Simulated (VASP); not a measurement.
Level of theory: PBE GGA with D3 dispersion (Becke-Johnson damping), VASP's PBE PAW potentials (set 64) (plane waves; VASP 6.6.1).

VASP ran on this input.

### INCAR
```
ALGO = Normal
EDIFF = 1E-7
ENCUT = 520
GGA = PE
ISIF = 2
ISMEAR = 0
IVDW = 12
LASPH = .True.
LCHARG = .False.
LMAXMIX = 4
LREAL = .False.
LWAVE = .False.
NELM = 100
PREC = Accurate
SIGMA = 0.05
SYSTEM = PbSe
```

**POSCAR**
```
PbSe
1
    0.0000000000     3.0960887847     3.0960887847
    3.0960887847     0.0000000000     3.0960887847
    3.0960887847     3.0960887847     0.0000000000
Pb Se
1 1
Direct
  0.0000000000   0.0000000000   0.0000000000
  0.5000000000   0.5000000000   0.5000000000
```

**KPOINTS**
```
Automatic
0
Gamma
 8 8 8
0 0 0
```

POTCAR, in this order: Pb_d Se (PBE.64 set). Program: vasp_std.

Unless said otherwise, spin-orbit coupling is left out, though it shifts the bands of the heavy elements here.

Task: Estimate the energy per atom (σ→0), dispersion energy, pressure, band gap (on the k-mesh).

Result: 
```
Property                           Value
------------------------  --------------
energy per atom (σ→0)     -4.454 eV/atom
dispersion energy              -0.711 eV
band gap (on the k-mesh)         0.40 eV
pressure                       -1.38 GPa
```

**OSZICAR**
```
...
DAV:   7    -0.819406566665E+01    0.41624E-02   -0.13167E-01   904   0.200E+00    0.843E-01
DAV:   8    -0.819770926842E+01   -0.36436E-02   -0.14603E-02   866   0.157E+00    0.172E-01
DAV:   9    -0.819720977658E+01    0.49949E-03   -0.27139E-03  1240   0.588E-01    0.607E-02
DAV:  10    -0.819730344269E+01   -0.93666E-04   -0.23313E-04   866   0.123E-01    0.208E-02
DAV:  11    -0.819730975254E+01   -0.63099E-05   -0.73608E-05  1030   0.990E-02    0.562E-03
DAV:  12    -0.819731003182E+01   -0.27928E-06   -0.43636E-06  1040   0.166E-02    0.232E-03
DAV:  13    -0.819731002547E+01    0.63526E-08   -0.51313E-07   878   0.542E-03
   1 F= -.89083353E+01 E0= -.89083353E+01  d E =-.483254E-10
```

The compound is PbSe in the rock salt structure. This cell is one point of a volume scan, at 1.03 of the reference volume.
